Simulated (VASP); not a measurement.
A run of VASP 6.6.1:

Contents of INCAR:

```
SYSTEM = Al3BiO3
ALGO = Fast
EDIFF = 1E-4
EDIFFG = -0.08
ENCUT = 520
GGA = PE
IBRION = 2
ISIF = 3
ISMEAR = 0
LASPH = .TRUE.
LCHARG = .FALSE.
LREAL = .FALSE.
LWAVE = .FALSE.
NELM = 60
NSW = 24
PREC = Normal
SIGMA = 0.15
```

File KPOINTS:

```
k-points
0
G
  3 3 3
  0 0 0
```

POSCAR

```
Al3BiO3
1.0
    5.0927498700      0.0000000000      0.0000000000
   -2.5463749300      4.4104507600      0.0000000000
    0.0000000000      0.0000000000      4.8530181800
Al Bi O
3 1 3
Direct
    0.5000000000      0.0000000000      0.5000000000
    0.0000000000      0.5000000000      0.5000000000
    0.5000000000      0.5000000000      0.5000000000
    0.0000000000      0.0000000000      0.5000000000
    0.3333333300      0.6666666700      0.5000000000
    0.6666666700      0.3333333300      0.5000000000
    0.0000000000      0.0000000000      0.0000000000
```

Potentials or basis: VASP PAW PBE potentials, release 64 (Al, Bi_d, O).

Run with:

```bash
$ cat potpaw_PBE.64/Al/POTCAR potpaw_PBE.64/Bi_d/POTCAR potpaw_PBE.64/O/POTCAR > POTCAR
$ mpirun -np 1 vasp_std > vasp.out
```

Hardware: 1 thread of Intel(R) Xeon(R) Platinum 8488C (Sapphire Rapids), on a shared host.

How long does it take, and how much memory?

It took 2.2 min on 1 thread of Intel(R) Xeon(R) Platinum 8488C (Sapphire Rapids), with other jobs on the host, peak memory 0.17 GiB. Counts: scf iterations 140, k points 6, ion steps 13.
